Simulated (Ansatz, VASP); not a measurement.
# NaV2P2: VASP beside Ansatz, part 2 of 2

Wanted: the spread between two codes on one cell, functional and k mesh. The cell is invented: As first built, before any earlier steps moved the atoms: it takes the KFe2P2 structure with some of its atoms replaced by other elements, volume scaled by an estimate. It may not be a known or stable phase. The cell comes out of the VASP series on this material, whose earlier steps may have relaxed, scaled or displaced it; both programs get it as it stands.

VASP 6.6.1 and Ansatz 0.2.0.

So far: The starting structure; VASP: relaxation of cell and atoms, PBE.

## (3) Ansatz: relaxation of cell and atoms, PBE

Level of this step: Ansatz beside VASP: Kohn-Sham DFT, plane waves, PBE (Ansatz).

Ansatz runs on its default PAW (the set named soft_2) files.

The same cell, functional, mesh and smearing now go to Ansatz, which takes its cutoff from its data sets.

File input.yaml:

```yaml
crystal:
  lattice:
    - [-1.9110641268, 1.9110641268, 5.267973627]
    - [1.9110641268, -1.9110641268, 5.267973627]
    - [1.9110641268, 1.9110641268, -5.267973627]
  atoms:
    - { symbol: V, position: [0.75, 0.25, 0.5], spin: 2.0 }
    - { symbol: V, position: [0.25, 0.75, 0.5], spin: 2.0 }
    - { symbol: P, position: [0.3871222616, 0.3871222616, 0.0] }
    - { symbol: P, position: [0.6128777384, 0.6128777384, 0.0] }
    - { symbol: Na, position: [0.0, 0.0, 0.0] }
hamiltonian:
  xc: pbe
  pseudopotentials: { kind: paw }
magnetization:
  spin_polarized: true
kpoints:
  mp_grid: { grid: [7, 7, 7] }
scf:
  occupations: { method: fermi_dirac, width: 0.05 }
relax:
  f_tol: 0.01
  max_steps: 60
  cell: { stress_tol: 0.05 }
output:
  forces: true
  stress: true
  write_density: true
  write_potential: true
  elf: true
  volumetric_format: npy
```

Launch:

```sh
> ansatz run input.yaml --threads 4 --pin off --max-ram 9216MiB --backend cpu --events-out ev --progress --plain --runs-dir out
```

Numbers of over 12 decimals in the logs are rounded to 6 here.

What it wrote:

```text
Engine: ansatz 0.2.0, aarch64-unknown-linux-gnu
Pseudopotentials: kind: paw
Pseudopotential: V, paw, valence charge 13, recommended cutoff 420 eV (normal), V.paw.azcp
Pseudopotential: P, paw, valence charge 5, recommended cutoff 420 eV (normal), P.paw.azcp
Pseudopotential: Na, paw, valence charge 9, recommended cutoff 420 eV (normal), Na.paw.azcp
Functional definition: PBE
  parameter kappa = 0.804
  parameter beta = 0.066725
  exchange = pbe_x(kappa = kappa, mu = beta*pi^2/3)
  correlation = pbe_c(beta = beta)
Crystal: 5 atoms, lattice volume = 76.958 Å³
Basis set: ecut = 420 eV, 1509 PW (Γ), exchange–correlation on 80×80×80 points (8 copies of the dense FFT grid, shifted against one another)
Bands: 30, of which v1, the nominal top of the filled ones, is band 23 counted from 1 (22 counted from 0)
Symmetry: 16 space group operations
Space group: I4/mmm (ITA 139), of the structure as read, at distance tolerance 4.3e-5 Å
Magnetic group: BNS 139.531 (UNI 1191), of the structure as read, at distance tolerance 4.3e-5 Å
k-points: 40 of 343
Non-local potential: V, projectors of the file, l = 0: 3, l = 1: 2, l = 2: 3, l = 3: 1
Non-local potential: P, projectors of the file, l = 0: 2, l = 1: 2, l = 2: 2
Non-local potential: Na, projectors of the file, l = 0: 3, l = 1: 2, l = 2: 1
PAW form: soft (Blöchl's): semilocal exchange-correlation on the pseudo side does not see the compensation charge
PAW one-centre angular grid: V, 590 points (default); XC on 64 Gauss nodes
PAW one-centre angular grid: P, 110 points (default); XC on 64 Gauss nodes
PAW one-centre angular grid: Na, 110 points (default); XC on 64 Gauss nodes
Initial density: superposition of atomic densities (chi_scale 0.1, normalization cell, long waves kept (reshape's long-wave potential 0.01 eV rms))
Starting moments: Σ|m| = 4 μB on 2 of 5 sites
Initial wavefunctions: pseudopotential atomic-orbital guess
Functional: x = pbe(κ = 0.804, μ = 0.219515), c = pbe(β = 0.066725)
SCF iter   1: F=—  HF=-8824.050153 eV  |F-HF|=—  |Δ(HF+E_count)|=         —  Δρ=4.57e-2 (↑4.57e-2 ↓3.37e-2)  dr2=2.41e0  dr2_m=7.24e-1  M=2.437 μB ∫|m|=2.854 μB  β_m=0.30  ethr=3.10e-3  ⟨swp⟩=6.3  Hψ=9999  notcnv=0
Mixer restart at iter 1: flushing history
preconditioner: auto → Kerker (q_TF=auto, 2.495 Å⁻¹)  [metal: Δε(μ)=0.032 eV  Ē_g=6.964 eV  σ=0.050 eV  W_gap=0.16  n_scr=24 (ndim 8)  ℏωp=19.4 eV  f_vac=0.000  D(μ)=3.31/eV (n_scr^D=32)]
spin=Collinear: Kerker preconditioning applied to the charge; magnetization (m = ρ↑ − ρ↓) channel mixes plain (no charge-response kernel on spin).
SCF iter   2: F=—  HF=-8824.093624 eV  |F-HF|=—  |Δ(HF+E_count)|=   4.35e-2  Δρ=3.15e-2 (↑3.15e-2 ↓2.99e-2)  dr2=1.75e0  dr2_m=4.49e-1  M=2.268 μB ∫|m|=2.712 μB  β_m=0.65  ethr=3.10e-3  ⟨swp⟩=2.0  Hψ=3492  notcnv=0  defer=84
SCF iter   3: F=—  HF=-8825.061041 eV  |F-HF|=—  |Δ(HF+E_count)|=   9.67e-1  Δρ=1.88e-2 (↑1.88e-2 ↓1.57e-2)  dr2=3.75e-1  dr2_m=1.79e-1  M=1.437 μB ∫|m|=1.932 μB  β_m=0.80  ethr=3.10e-3  ⟨swp⟩=2.6  Hψ=3724  notcnv=0  defer=90
SCF iter   4: F=—  HF=-8825.164667 eV  |F-HF|=—  |Δ(HF+E_count)|=   1.04e-1  Δρ=1.43e-2 (↑1.43e-2 ↓7.56e-3)  dr2=1.04e-1  dr2_m=7.11e-2  M=0.602 μB ∫|m|=1.016 μB  β_m=0.90  ethr=8.34e-4  ⟨swp⟩=3.1  Hψ=4484  notcnv=0  defer=73
SCF iter   5: F=—  HF=-8825.506019 eV  |F-HF|=—  |Δ(HF+E_count)|=         —  Δρ=1.94e-2 (↑1.94e-2 ↓1.18e-2)  dr2=6.87e-2  dr2_m=1.68e-1  M=0.074 μB ∫|m|=0.290 μB  β_m=0.90  ethr=2.31e-4  ⟨swp⟩=2.6  Hψ=3777  notcnv=0  defer=73
Mixer restart at iter 5: flushing history
SCF iter   6: F=—  HF=-8825.493957 eV  |F-HF|=—  |Δ(HF+E_count)|=   1.21e-2  Δρ=7.58e-3 (↑2.66e-3 ↓7.58e-3)  dr2=2.87e-2  dr2_m=1.43e-2  M=0.024 μB ∫|m|=0.113 μB  β_m=0.95  ethr=1.53e-4  ⟨swp⟩=2.9  Hψ=5033  notcnv=0  defer=55
SCF iter   7: F=—  HF=-8825.498092 eV  |F-HF|=—  |Δ(HF+E_count)|=   4.13e-3  Δρ=4.03e-3 (↑4.03e-3 ↓1.77e-3)  dr2=1.82e-2  dr2_m=1.53e-3  M=0.009 μB ∫|m|=0.043 μB  β_m=0.86  ethr=6.38e-5  ⟨swp⟩=2.6  Hψ=5096  notcnv=0  defer=38
SCF iter   8: F=—  HF=-8825.494577 eV  |F-HF|=—  |Δ(HF+E_count)|=   3.51e-3  Δρ=4.33e-4 (↑2.40e-4 ↓4.33e-4)  dr2=3.51e-4  dr2_m=6.00e-5  M=0.002 μB ∫|m|=0.012 μB  β_m=0.93  ethr=4.05e-5  ⟨swp⟩=2.0  Hψ=4752  notcnv=0  defer=47
SCF iter   9: F=—  HF=-8825.494579 eV  |F-HF|=—  |Δ(HF+E_count)|=   1.49e-6  Δρ=1.22e-4 (↑1.10e-4 ↓1.22e-4)  dr2=4.58e-5  dr2_m=8.01e-8  M=0.000 μB ∫|m|=0.000 μB  β_m=0.96  ethr=7.80e-7  ⟨swp⟩=2.2  Hψ=3301  notcnv=0  defer=47
SCF iter  10: F=—  HF=-8825.494595 eV  |F-HF|=—  |Δ(HF+E_count)|=   1.64e-5  Δρ=4.15e-5 (↑4.15e-5 ↓3.75e-5)  dr2=7.54e-6  dr2_m=1.14e-8  M=0.000 μB ∫|m|=0.000 μB  β_m=0.98  ethr=1.02e-7  ⟨swp⟩=2.0  Hψ=2994  notcnv=0  defer=47
SCF iter  11: F=—  HF=-8825.494593 eV  |F-HF|=—  |Δ(HF+E_count)|=   1.95e-6  Δρ=2.50e-5 (↑2.50e-5 ↓1.81e-5)  dr2=1.68e-6  dr2_m=2.69e-8  M=-0.000 μB ∫|m|=0.000 μB  β_m=0.92  ethr=1.68e-8  ⟨swp⟩=2.0  Hψ=4055  notcnv=0  defer=47
SCF iter  12: F=—  HF=-8825.494593 eV  |F-HF|=—  |Δ(HF+E_count)|=   2.90e-7  Δρ=1.22e-5 (↑1.22e-5 ↓5.77e-6)  dr2=3.14e-7  dr2_m=1.79e-8  M=-0.000 μB ∫|m|=0.000 μB  β_m=0.96  ethr=3.73e-9  ⟨swp⟩=2.0  Hψ=4020  notcnv=0  defer=47
SCF iter  13: F=—  HF=-8825.494593 eV  |F-HF|=—  |Δ(HF+E_count)|=   2.43e-8  Δρ=7.30e-7 (↑7.30e-7 ↓6.76e-7)  dr2=7.78e-10  dr2_m=2.17e-10  M=-0.000 μB ∫|m|=0.000 μB  β_m=0.98  ethr=6.97e-10  ⟨swp⟩=2.0  Hψ=3469  notcnv=0  defer=47
SCF iter  14: F=-8825.494593 eV  HF=-8825.494593 eV  |F-HF|=8.37e-11  |Δ(HF+E_count)|=  6.49e-10  Δρ=2.33e-7 (↑2.16e-7 ↓2.33e-7)  dr2=2.02e-10  dr2_m=8.36e-12  M=-0.000 μB ∫|m|=0.000 μB  ethr=1.73e-12  ⟨swp⟩=4.8  Hψ=11932  notcnv=0
WARN: the starting moments were not kept: the SCF closed with an absolute magnetisation of 4.2e-6 μB, where they sum to 4 μB in size (2 sites). That is at most 0.1 of that sum. Measured as dr2_m measures the in/out step, that magnetisation stands 1.0e-12 eV from none, at or under the dr2_threshold of 1.0e-7 eV: it is no larger than a step whose dr2_m would equal this threshold. The system may hold no moment; this SCF [...]
SCF 1 converged in 14 iterations: F = -8825.494593 eV  dr2 = 2.02e-10
  greatest PAW one-centre occupation: 1.000 electrons in one spin orbital (limit 2), on the V atom at site 1 (counted from 0), in its partial waves of l = 0
relax step   1: F+E_penalty+E_count = -8825.49459301 eV  Δ(F+E_penalty+E_count) = +0.000e0 eV  max|allowed force component| = 1.359e-2 eV/Å  Δτ_max = 0.0000 Å  P = +0.363 GPa  Ω = 76.958 Å³  (14 SCF iters, dr2 threshold 1.00e-7 eV, accepted)
[...]
relax step   2: F+E_penalty+E_count = -8825.49517910 eV  Δ(F+E_penalty+E_count) = -5.861e-4 eV  max|allowed force component| = 1.814e-2 eV/Å  Δτ_max = 0.0010 Å  P = +0.117 GPa  Ω = 77.090 Å³  energy of the carried Pulay correction = -3.367e-5 eV  (6 SCF iters, dr2 threshold 5.00e-7 eV, accepted)
[...]
relax step   3: F+E_penalty+E_count = -8825.49525010 eV  Δ(F+E_penalty+E_count) = -7.100e-5 eV  max|allowed force component| = 1.099e-2 eV/Å  Δτ_max = 0.0012 Å  P = +0.000 GPa  Ω = 77.193 Å³  energy of the carried Pulay correction = -6.001e-5 eV  (7 SCF iters, dr2 threshold 1.14e-7 eV, accepted)
[...]
relax step   4: F+E_penalty+E_count = -8825.49525459 eV  Δ(F+E_penalty+E_count) = -4.486e-6 eV  max|allowed force component| = 1.134e-3 eV/Å  Δτ_max = 0.0008 Å  P = -0.003 GPa  Ω = 77.214 Å³  energy of the carried Pulay correction = -6.529e-5 eV  (5 SCF iters, dr2 threshold 7.55e-9 eV, accepted)
[...]
relax step   5: F+E_penalty+E_count = -8825.49532125 eV  Δ(F+E_penalty+E_count) = -6.666e-5 eV  max|allowed force component| = 1.155e-3 eV/Å  Δτ_max = 0.0000 Å  P = -0.003 GPa  Ω = 77.214 Å³  stress off target by 3.42e-3 GPa  SCF on the basis re-selected at this cell (its energy is not comparable with the rows above)  (7 SCF iters)
basis re-selected at this cell: Δ(F+E_penalty+E_count) = -6.666e-5 eV, ΔP = +0.000 GPa vs the last step (what re-selecting the basis moved, of the pressure what is left beyond the Pulay correction that the steps carried, after the strain that the cell walked since its last selection, with what the two solves' SCF thresholds leave and, on support functions, any second-order correction that the steps lacked; it is no m [...]
SCF converged after 7 iterations
Magnetization: 0.0000 μB (22.5000 up, 22.5000 down)
Absolute magnetization: 0.0000 μB (∫|ρ↑−ρ↓|, with the PAW one-centre terms)
Spin contamination: 0.0000 ħ² per cell (⟨S²⟩ above its minimum at these occupations)
Per-site moments (μB) at R_I (Å): [(1.7623539853245146e-9, 0.989220), (1.7623539711646109e-9, 0.989220), (-6.908460188422843e-10, 0.986057), (-6.908460161393565e-10, 0.986057), (-7.974614934781063e-11, 1.218560)]
Free energy (F): -8825.495321 eV
Harris-Foulkes:  -8825.495321 eV  (|F-HF|=1.09e-11)
Internal energy: -8825.488947 eV  (E = F + TS)
E sigma→0 (E₀):  -8825.492134 eV
Entropy (-TS):   -0.006374 eV (-1.275 meV/atom)
Fermi energy:    11.072222 eV
--- Per-component energies (eV) ---
  E_band       = -552.678915
  E_kinetic    = 939.584226
  E_local      = -4003.144941  (includes V_loc(G=0)·N_el)
  E_nonlocal   = 91.637957
  E_hartree    = 1688.349281
  E_xc         = -425.649270
  E_vxc        = -506.113665  (∫ρ·V_xc dr)
  E_paw        = -3627.993598  (= ΣΔE_a)
  E_vpaw       = -451.341329  (= ΣTr[D̂ρ^β])
  E_aug_tail   = 0.000518  (compensation charges beyond the density's cutoff)
  E_ewald      = -3488.273120
  E_smearing   = -0.006374  (= −TS)
  E_closure    = -0.000000  (closes the sum)
  Σ components = -8825.495321   (vs F -8825.495321, Δ=0.00e0)
--- Forces (eV/Å), atoms counted from 1 ---
  atom   1  V      0.00000000     0.00000000     0.00000000
  atom   2  V     -0.00000000    -0.00000000     0.00000000
  atom   3  P     -0.00000000     0.00000000    -0.00115452
  atom   4  P      0.00000000     0.00000000     0.00115452
  atom   5  Na     0.00000000     0.00000000    -0.00000000
  max |Σ_I F_I| component: 2.17e-17 eV/Å
--- Stress (GPa, compression-positive) ---
       -0.002398       0.000000       0.000000
        0.000000      -0.002398       0.000000
        0.000000      -0.000000      -0.003416
  P = ⅓ Tr σ = -0.0027 GPa (-0.027 kbar)
--- Band table (eV; the first three rows and the last of 80) ---
  k-point 0 ↑: bands = [... 19 lower, 9.4744, 9.4744, 10.5048, 11.5010, 12.8371, 12.8371, 13.0375, 13.2059, ... 3 higher]
  k-point 1 ↑: bands = [... 19 lower, 9.3576, 9.3882, 10.4764, 11.5433, 12.2435, 12.2981, 12.4733, 12.8587, ... 3 higher]
  k-point 2 ↑: bands = [... 19 lower, 9.3298, 9.7081, 10.1678, 10.9928, 11.4056, 12.0047, 12.1264, 12.1984, ... 3 higher]
  k-point 39 ↓: bands = [... 19 lower, 8.4542, 9.3167, 10.3454, 11.2339, 12.3959, 12.8382, 12.8563, 13.5452, ... 3 higher]
--- Relaxed structure (4 steps of the walk, 4 accepted, 1 SCFs on fresh bases) ---
  F+E_penalty+E_count = -8825.49532125 eV   max|allowed force component| = 1.155e-3 eV/Å   (the final SCF, on the basis selected at the relaxed cell)
  cell:  # Å, volume = 77.2139 Å³
    - [-1.910245, 1.910245, 5.290025]
    - [1.910245, -1.910245, 5.290025]
    - [1.910245, 1.910245, -5.290025]
  atoms:
    - { symbol: V, position: [0.750000, 0.25, 0.500000] }
    - { symbol: V, position: [0.25, 0.750000, 0.500000] }
    - { symbol: P, position: [0.387031, 0.387031, 0] }
    - { symbol: P, position: [0.612969, 0.612969, 0] }
    - { symbol: Na, position: [0, 0, 0] }
```

The job ended after 15 s (4 threads of Arm Neoverse V2, shared host; peak memory 0.53 GiB; 56 s of CPU time).

## (4) Side by side

Known differences besides the PAW data sets themselves: both relaxations stop at a tolerance, which leaves soft axes loose, and VASP keeps its plane-wave basis; the data sets hold 45 valence electrons in Ansatz (default PAW (the set named soft_2) files) and 43 in VASP; the cutoff is 420 eV in Ansatz and 520 eV in VASP; VASP leaves aspherical gradient terms in its spheres out (LASPH is not set), Ansatz keeps them; Ansatz adds a Pulay correction to the stress that steers its cell, VASP none. Total energies have different zeros and are not compared.

Both answers:

```csv
quantity,Ansatz,VASP,difference
volume (Å³),77.21,77.22,-0.01 %
"edge a after relaxation, in the typed setting (Å)",5.940,5.934,+0.09 %
```

The walks stopped with 0.00 GPa left in Ansatz and 0.00 GPa in VASP; each walk ends within a tolerance, so the volume difference is uncertain by about these residues over the bulk modulus, most in soft cells.

## (5) Results

```yaml
difference_in_edge_a_after_relaxation_in_the_typed_setting_relaxation_of_cell_and_atoms_pbe: 0.093 %
```

In words: The difference in edge a after relaxation, in the typed setting is 0.093 % (relaxation of cell and atoms, PBE), within the 1.2 % picked in this series as the mark of a large difference, as far as the stopping tolerances let one tell. How closely two codes agree says nothing of how well the functional describes the real material.

[Lines on the potential files, build, host, timing and source positions are cut from VASP's logs without a mark.]

[Logs are printed without paths, hosts, clocks, repeated set-up lines and the standing remarks that a program may print on its own settings, such as how far it seeks lower states.]

[Hosts, paths, dates, database ids (printed as entryN), source tags and the programs' standing remarks are cut or masked in the printed files.]
